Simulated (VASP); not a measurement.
A convergence study with VASP on SiC (wurtzite): one setting is varied, all else stays as given below, so the limit is that of these other settings. Each run relaxes cell and ions from the cell shown.

```yaml
crystal:
  lattice:
    - [1.54000, -2.66736, 0.00000]
    - [1.54000, 2.66736, 0.00000]
    - [0.00000, 0.00000, 5.05000]
  atoms:
    - { symbol: Si, position: [0.66667, 0.33333, 0.50000] }
    - { symbol: Si, position: [0.33333, 0.66667, 0.00000] }
    - { symbol: C, position: [0.66667, 0.33333, 0.87500] }
    - { symbol: C, position: [0.33333, 0.66667, 0.37500] }
```

Level of theory: LDA (Ceperley-Alder, Perdew-Zunger), VASP's LDA PAW potentials (set 64) (plane waves; VASP). The tightest run used: 700 eV cut-off, 12×12×7 Γ-centred mesh, Gaussian smearing of 0.050 eV, potentials Si C.

| setting | relaxed volume (Å³/atom) | E (eV/atom) | irreducible k-points |
|---|---|---|---|
| 2×2×1 mesh | 10.086 | -7.9627 | 2 |
| 3×3×2 mesh | 10.187 | -8.1948 | 6 |
| 4×4×2 mesh | 10.166 | -8.2901 | 8 |

### Question
These are the cheaper rows. Estimate the results at 12×12×7 mesh, and how far the last row shown lies from them.

### Answer

| quantity | tightest run | last row shown is off by |
|---|---|---|
| relaxed volume (Å³/atom) | 10.156 | 0.009 |
| E (eV/atom) | -8.3222 | 0.0321 |

Left out are rungs that failed or repeat a setting and relaxations that didn't move; long series are thinned to 24 rows.

The compound is SiC in the wurtzite structure, the rare 2H polytype.
